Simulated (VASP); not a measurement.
Input:

```
TaTe
1.0
    0.00000     3.32640     3.32640
    3.32640     0.00000     3.32640
    3.32640     3.32640     0.00000
Ta Te
1 1
Direct
  0.00000   0.00000   0.00000
  0.50000   0.50000   0.50000
```

Level of theory: PBEsol GGA, VASP's PBE PAW potentials (set 64) (plane waves; VASP). Numerical set-up: 400 eV cut-off, 9×9×9 Γ-centred mesh, first-order Methfessel-Paxton smearing of 0.10 eV, potentials Ta_pv Te.

Energy and stress use the plane-wave basis of the starting cell.

Q: The ions, cell shape and volume are relaxed. Give the cell that the relaxation ends in.

A: 
```
TaTe
1.0
    0.00000     2.81325     2.81325
    2.81325     0.00000     2.81325
    2.81325     2.81325     0.00000
Ta Te
1 1
Direct
  0.00000   0.00000   0.00000
  0.50000   0.50000   0.50000
```
Space group Fm-3m (225), at a tolerance of 0.03 Å.

Q: How do energy and volume change from the first to the last step?

A: The energy (σ→0) changes by -1326.6 meV/atom and the volume by -39.5 %, in 6 ionic steps.

The structure was generated: TaTe was put into the rock salt type (Fm-3m), which need not be its known phase. This run relaxes it. Symmetry was kept, so distortions that lower it aren't found. The electron count is odd and the run is not spin-polarised, which forces a metal. VASP warned that the highest band is occupied, so more bands are needed.
